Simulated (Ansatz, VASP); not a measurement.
# SrCl2: VASP beside Ansatz, part 3 of 3

Aim: how closely do two programs agree when they are given the same cell, functional and k mesh? The cell is taken from a series of runs on this material, whose earlier steps may have relaxed, scaled, displaced or heated it; both programs get it as it stands.

VASP 6.6.1 and Ansatz 0.2.0.

So far: The starting structure; Ansatz: zone-centre phonons, PBE; VASP: zone-centre phonons, PBE.

### 3. VASP: zone-centre phonons, PBE (continued)

Level of this step: PBE; plane waves and PAW (Sr_sv, Cl) (VASP).

Numbers of over 12 decimals in the logs are rounded to 6 here.

From OUTCAR (step 3):

```text
ion  position               nearest neighbor table
   1  0.000  0.000  0.000-   2 3.05   2 3.05   2 3.05   2 3.05   3 3.05   3 3.05   3 3.05   3 3.05

  LATTYP: Found a face centered cubic cell.
 ALAT       =     7.0392455972

 Subroutine GETGRP returns: Found 48 space group operations
 (whereof 48 operations were pure point group operations)

The static configuration has the point symmetry O_h .

 Found     16 irreducible k-points:

   k-points           NKPTS =     16   k-points in BZ     NKDIM =     16   number of bands    NBANDS=     18

   dimension x,y,z NGX =    36 NGY =   36 NGZ =   36
   dimension x,y,z NGXF=    72 NGYF=   72 NGZF=   72

   ENCUT  =  500.0 eV  36.75 Ry    6.06 a.u.   9.08  9.08  9.08*2*pi/ulx,y,z

   NELECT =      24.0000    total number of electrons

 k-points in reciprocal lattice and weights: Automatic mesh
   0.00000000  0.00000000  0.00000000       0.005
   0.16666667  0.00000000  0.00000000       0.037
   0.33333333  0.00000000  0.00000000       0.037
   0.50000000  0.00000000  0.00000000       0.019
   0.16666667  0.16666667  0.00000000       0.028
   0.33333333  0.16666667  0.00000000       0.111
   0.50000000  0.16666667  0.00000000       0.111
  -0.33333333  0.16666667  0.00000000       0.111
  -0.16666667  0.16666667  0.00000000       0.056
[...]
-0.33333333  0.33333333  0.16666667       0.111
  -0.33333333  0.50000000  0.16666667       0.056

 average (electrostatic) potential at core
       1 -39.0244       2 -93.2613       3 -93.2613

  Total        0.0471688      0.0471688      0.0471688     -0.0000000     -0.0000000     -0.0000000
  in kB        0.8666573      0.8666573      0.8666573     -0.0000000     -0.0000000     -0.0000000
  external PRESSURE =       0.8666573 kB  Pullay stress =       0.0000000 kB

  energy-cutoff  :      500.00
  volume of cell :       87.20
      direct lattice vectors                 reciprocal lattice vectors
    -3.519622799  0.000000000  3.519622799    -0.142060678 -0.142060678  0.142060678
     0.000000000  3.519622799  3.519622799     0.142060678  0.142060678  0.142060678
    -3.519622799  3.519622799  0.000000000    -0.142060678  0.142060678 -0.142060678

 POSITION                                       TOTAL-FORCE (eV/Angst)
 -----------------------------------------------------------------------------------
      0.00000      0.00000      0.00000        -0.000000      0.000000      0.000000
     -5.27943      5.27943      5.27943        -0.000000      0.000000      0.000000
     -1.75981      1.75981      1.75981         0.000000     -0.000000     -0.000000
 -----------------------------------------------------------------------------------
    total drift:                               -0.000000      0.000000      0.000000

 MACROSCOPIC STATIC DIELECTRIC TENSOR (including local field effects in DFT)
 ------------------------------------------------------
           2.885586     0.000000    -0.000000
           0.000000     2.885586     0.000000
           0.000000    -0.000000     2.885586
 ------------------------------------------------------

 PIEZOELECTRIC TENSOR (including local field effects)  for field in x, y, z        (C/m^2)
          XX          YY          ZZ          XY          YZ          ZX
  --------------------------------------------------------------------------------
  x     0.00000     0.00000     0.00000     0.00000     0.00000     0.00000
  y     0.00000     0.00000     0.00000     0.00000     0.00000     0.00000
  z     0.00000     0.00000     0.00000     0.00000     0.00000     0.00000

 BORN EFFECTIVE CHARGES (including local field effects) (in |e|, cummulative output)
 ---------------------------------------------------------------------------------
 ion    1
    1     2.49856     0.00000     0.00000
    2     0.00000     2.49856     0.00000
    3     0.00000     0.00000     2.49856
 ion    2
    1    -1.24928     0.00000     0.00000
    2     0.00000    -1.24928     0.00000
    3     0.00000     0.00000    -1.24928
 ion    3
    1    -1.24928     0.00000     0.00000
    2     0.00000    -1.24928     0.00000
    3     0.00000     0.00000    -1.24928

 Eigenvectors and eigenvalues of the dynamical matrix
 ----------------------------------------------------

   1 f  =    5.166207 THz    32.460234 2PiTHz  172.326107 cm-1    21.365705 meV
             X         Y         Z           dx          dy          dz
      0.000000  0.000000  0.000000     0.000000    0.000000    0.000000
     -5.279434  5.279434  5.279434    -0.702309    0.082233   -0.000000
     -1.759811  1.759811  1.759811     0.702309   -0.082233    0.000000

   2 f  =    5.166207 THz    32.460234 2PiTHz  172.326107 cm-1    21.365705 meV
             X         Y         Z           dx          dy          dz
      0.000000  0.000000  0.000000     0.000000    0.000000   -0.000000
     -5.279434  5.279434  5.279434     0.019602    0.167414    0.686723
     -1.759811  1.759811  1.759811    -0.019602   -0.167414   -0.686723

   3 f  =    5.166207 THz    32.460234 2PiTHz  172.326107 cm-1    21.365705 meV
             X         Y         Z           dx          dy          dz
      0.000000  0.000000  0.000000     0.000000   -0.000000   -0.000000
     -5.279434  5.279434  5.279434     0.079862    0.682063   -0.168558
     -1.759811  1.759811  1.759811    -0.079862   -0.682063    0.168558

   4 f  =    3.833069 THz    24.083882 2PiTHz  127.857413 cm-1    15.852292 meV
             X         Y         Z           dx          dy          dz
      0.000000  0.000000  0.000000     0.115425    0.368256   -0.545876
     -5.279434  5.279434  5.279434    -0.090796   -0.289680    0.429400
     -1.759811  1.759811  1.759811    -0.090796   -0.289680    0.429400

   5 f  =    3.833069 THz    24.083882 2PiTHz  127.857413 cm-1    15.852292 meV
             X         Y         Z           dx          dy          dz
      0.000000  0.000000  0.000000    -0.167745   -0.519470   -0.385912
     -5.279434  5.279434  5.279434     0.131953    0.408628    0.303568
     -1.759811  1.759811  1.759811     0.131953    0.408628    0.303568

   6 f  =    3.833069 THz    24.083882 2PiTHz  127.857413 cm-1    15.852292 meV
             X         Y         Z           dx          dy          dz
      0.000000  0.000000  0.000000    -0.636753    0.203603    0.002712
     -5.279434  5.279434  5.279434     0.500886   -0.160159   -0.002134
     -1.759811  1.759811  1.759811     0.500886   -0.160159   -0.002134

   7 f/i=    0.001417 THz     0.008902 2PiTHz    0.047260 cm-1     0.005859 meV
             X         Y         Z           dx          dy          dz
      0.000000  0.000000  0.000000    -0.202815    0.695521    0.167933
     -5.279434  5.279434  5.279434    -0.128915    0.442091    0.106743
     -1.759811  1.759811  1.759811    -0.128915    0.442091    0.106743

   8 f/i=    0.001417 THz     0.008902 2PiTHz    0.047260 cm-1     0.005859 meV
             X         Y         Z           dx          dy          dz
      0.000000  0.000000  0.000000     0.043751   -0.162168    0.724481
     -5.279434  5.279434  5.279434     0.027809   -0.103078    0.460499
     -1.759811  1.759811  1.759811     0.027809   -0.103078    0.460499

   9 f/i=    0.001417 THz     0.008902 2PiTHz    0.047260 cm-1     0.005859 meV
             X         Y         Z           dx          dy          dz
      0.000000  0.000000  0.000000    -0.714168   -0.207454   -0.003308
     -5.279434  5.279434  5.279434    -0.453944   -0.131863   -0.002103
     -1.759811  1.759811  1.759811    -0.453944   -0.131863   -0.002103

 MACROSCOPIC STATIC DIELECTRIC TENSOR IONIC CONTRIBUTION
 ------------------------------------------------------
           5.500350    -0.000000     0.000000
          -0.000000     5.500350    -0.000000
           0.000000    -0.000000     5.500350
 ------------------------------------------------------

 ELASTIC MODULI CONTR FROM IONIC RELAXATION (kBar)
 Direction    XX          YY          ZZ          XY          YZ          ZX
 --------------------------------------------------------------------------------
 XX          -0.0000     -0.0000     -0.0000      0.0000      0.0000      0.0000
 YY          -0.0000     -0.0000     -0.0000      0.0000      0.0000      0.0000
 ZZ          -0.0000     -0.0000     -0.0000      0.0000      0.0000      0.0000
 XY           0.0000      0.0000      0.0000    -40.2540     -0.0000     -0.0000
 YZ           0.0000      0.0000      0.0000     -0.0000    -40.2540     -0.0000
 ZX           0.0000      0.0000      0.0000     -0.0000     -0.0000    -40.2540
 --------------------------------------------------------------------------------

 PIEZOELECTRIC TENSOR IONIC CONTR  for field in x, y, z        (C/m^2)
          XX          YY          ZZ          XY          YZ          ZX
  --------------------------------------------------------------------------------
  x    -0.00000    -0.00000    -0.00000     0.00000     0.00000     0.00000
  y     0.00000     0.00000     0.00000    -0.00000    -0.00000    -0.00000
  z     0.00000    -0.00000    -0.00000    -0.00000     0.00000    -0.00000
```

### 4. Side by side

Known differences besides the potentials themselves: fixed occupations in Ansatz, narrow Gaussian smearing in VASP; the cutoff is 925.187 eV in Ansatz and 500 eV in VASP. Total energies have different zeros and are not compared.

The two programs side by side:

| quantity | Ansatz | VASP | difference |
| --- | --- | --- | --- |
| ε∞ xx | 2.88 | 2.89 | -0.23 % |
| ε∞ yy | 2.88 | 2.89 | -0.23 % |
| ε∞ zz | 2.88 | 2.89 | -0.23 % |
| Born charge of Sr1 (mean of the diagonal) (e) | 2.50 | 2.50 | 0.00 |
| Born charge of Cl2 (mean of the diagonal) (e) | -1.25 | -1.25 | 0.00 |
| optical mode 1 to 3 (cm⁻¹) | 125.9 | 127.9 | -1.52 % |
| optical mode 4 to 6 (cm⁻¹) | 171.1 | 172.3 | -0.73 % |

Modes are paired by rising frequency, not by their patterns, so a pair may set unlike modes beside each other; they are those without the splitting of longitudinal modes.

### 5. Outcome

```json
{
 "r.m.s. difference of the optical zone-centre modes, each program's sorted by frequency (zone-centre phonons, PBE)": "1.6 cm⁻¹",
 "difference in optical mode 1 to 3 (zone-centre phonons, PBE)": "-1.5 %"
}
```

What this shows: The r.m.s. difference of the optical zone-centre modes, each program's sorted by frequency is 1.6 cm⁻¹ (zone-centre phonons, PBE). Among the rows given in per cent, the largest difference of the zone-centre phonons, PBE pair is in optical mode 1 to 3, -1.5 %. How closely two codes agree says nothing of how well the functional describes the real material.

[Lines on the potential files, build, host, timing and source positions are cut from VASP's logs without a mark.]

[Logs are printed without paths, hosts, clocks, repeated set-up lines and the standing remarks that a program may print on its own settings, such as how far it seeks lower states.]

[Hosts, paths, dates, database ids (printed as entryN), source tags and the programs' standing remarks are cut or masked in the printed files.]
